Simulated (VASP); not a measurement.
Level of theory: PBE GGA, VASP's PBE PAW potentials (set 64) (plane waves; VASP 6.6.1).

VASP input:

**INCAR**
```
SYSTEM = HfO2
PREC = Accurate
ENCUT = 520
EDIFF = 1E-6
NELM = 100
ALGO = Normal
LREAL = .FALSE.
LASPH = .TRUE.
ISMEAR = 0
SIGMA = 0.05
GGA = PE
LMAXMIX = 6
LWAVE = .FALSE.
LCHARG = .FALSE.
ISIF = 2
```

File KPOINTS:
```
Automatic mesh
0
G
9 9 9
0 0 0
```

File POSCAR:
```
HfO2
1
    0.0000000000     2.5050600000     2.4654100000
    2.4912260000     0.0000000000     2.4654100000
    2.4912260000     2.5050600000     0.0000000000
Hf O
1 2
Direct
  0.0000000000   0.0000000000   0.0000000000
  0.2500000000   0.2500000000   0.2500000000
  0.7393630000   0.7606370000   0.7606370000
```

POTCAR, in this order: Hf_pv O (PBE.64 set). Program: vasp_std.

What VASP printed:

OSZICAR:
```
       N       E                     dE             d eps       ncg     rms          rms(c)
DAV:   1     0.100589509526E+03    0.10059E+03   -0.13231E+04  6150   0.147E+03
DAV:   2    -0.322371884872E+02   -0.13283E+03   -0.12938E+03  7867   0.323E+02
DAV:   3    -0.358016234326E+02   -0.35644E+01   -0.35620E+01  7900   0.526E+01
DAV:   4    -0.358199474025E+02   -0.18324E-01   -0.18322E-01  7767   0.410E+00
DAV:   5    -0.358200886190E+02   -0.14122E-03   -0.14121E-03  7788   0.324E-01    0.547E+01
DAV:   6    -0.302265785636E+02    0.55935E+01   -0.28553E+01  6969   0.394E+01    0.471E+01
DAV:   7    -0.301537106570E+02    0.72868E-01   -0.70886E-01  7858   0.793E+00    0.302E+01
DAV:   8    -0.301361445241E+02    0.17566E-01   -0.15585E-01  8166   0.433E+00    0.546E+00
DAV:   9    -0.301281637017E+02    0.79808E-02   -0.33996E-02  7830   0.163E+00    0.163E+00
DAV:  10    -0.301281867928E+02   -0.23091E-04   -0.39999E-03  7756   0.512E-01    0.269E-01
DAV:  11    -0.301281661286E+02    0.20664E-04   -0.27020E-04  7242   0.143E-01    0.198E-01
DAV:  12    -0.301281742649E+02   -0.81364E-05   -0.41020E-05  8195   0.494E-02    0.434E-02
DAV:  13    -0.301281751854E+02   -0.92045E-06   -0.18193E-06  7086   0.114E-02
   1 F= -.30128175E+02 E0= -.30128175E+02  d E =-.376979E-11
```

**OUTCAR**
```
------------------------ aborting loop because EDIFF is reached ----------------------------------------
  FORCE on cell =-STRESS in cart. coord.  units (eV):
  Direction    XX          YY          ZZ          XY          YZ          ZX
  --------------------------------------------------------------------------------------
  Total        3.1514679      2.5642750      4.1022001      0.0000000      0.5444104      0.0000000
  in kB      164.0865789    133.5133754    213.5880809      0.0000000     28.3456590      0.0000000
  external PRESSURE =     170.3960117 kB  Pullay stress =       0.0000000 kB
  volume of cell :       30.77
      direct lattice vectors                 reciprocal lattice vectors
     0.000000000  2.505060000  2.465410000    -0.200704392  0.199596018  0.202806024
     2.491226000  0.000000000  2.465410000     0.200704392 -0.199596018  0.202806024
     2.491226000  2.505060000  0.000000000     0.200704392  0.199596018 -0.202806024
 POSITION                                       TOTAL-FORCE (eV/Angst)
 -----------------------------------------------------------------------------------
      0.00000      0.00000      0.00000         0.215390     -0.000000     -0.000000
      1.24561      1.25253      1.23270         0.495759      0.000000     -0.000000
      3.78984      3.75759      3.69811        -0.711149      0.000000      0.000000
 -----------------------------------------------------------------------------------
    total drift:                               -0.000034      0.000000     -0.000000
  FREE ENERGIE OF THE ION-ELECTRON SYSTEM (eV)
  ---------------------------------------------------
  free  energy   TOTEN  =       -30.1281751854 eV

  energy  without entropy=      -30.1281751854  energy(sigma->0) =      -30.12817519
```
(Selected blocks of OUTCAR.)

The compound is HfO2 in the fluorite structure, the high-temperature cubic form, which is unstable at 0 K; the monoclinic form is the stable one. The cell was not relaxed at this level, atoms are displaced from their ideal sites. The run is one of a series of settings (KPOINTS 9×9×9 Γ-centred mesh against the base run), some of them coarse on purpose.
